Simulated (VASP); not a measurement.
These are PBE GGA, VASP's PBE PAW potentials (set 64) (plane waves; VASP) values and carry that method's errors.

A VASP calculation is set up with these files.

POSCAR:
```
LiF
1.0
  0.0000000000   2.0553000000   2.0553000000
  2.0553000000   0.0000000000   2.0553000000
  2.0553000000   2.0553000000   0.0000000000
Li F
1 1
Cartesian
  0.0000000000   0.0000000000   0.0000000000
  2.0553000000   2.0553000000   2.0553000000
```

**KPOINTS**
```
Automatic mesh
0
G
  10 10 10
```

**INCAR**
```
! general
SYSTEM = LiF
PREC   = Accurate
ENCUT  = 520
LREAL  = .FALSE.
LASPH  = .FALSE.

! electronic loop
EDIFF  = 1E-6
NELM   = 100
ALGO   = Normal

! smearing
ISMEAR = 0
SIGMA  = 0.05

! functional
GGA    = PE

! ions
ISIF   = 2

! output
LWAVE  = .FALSE.
LCHARG = .FALSE.
```

POTCAR, in this order: Li_sv F (PBE.64 set). Program: vasp_std.

Q: What will the output report for the number of irreducible k-points (NKPTS), number of bands (NBANDS), largest plane-wave count, number of space-group operations, FFT grid (NGX, NGY, NGZ)?

A: 
```
Property                                      Result
--------------------------------------  ------------
number of irreducible k-points (NKPTS)            47
number of bands (NBANDS)                           9
largest plane-wave count                         483
number of space-group operations                  48
FFT grid (NGX, NGY, NGZ)                24 × 24 × 24
```

The compound is LiF in the rock salt structure. The cell was not relaxed at this level. The run is one of a series of settings (LASPH = .FALSE. against the base run), some of them coarse on purpose.
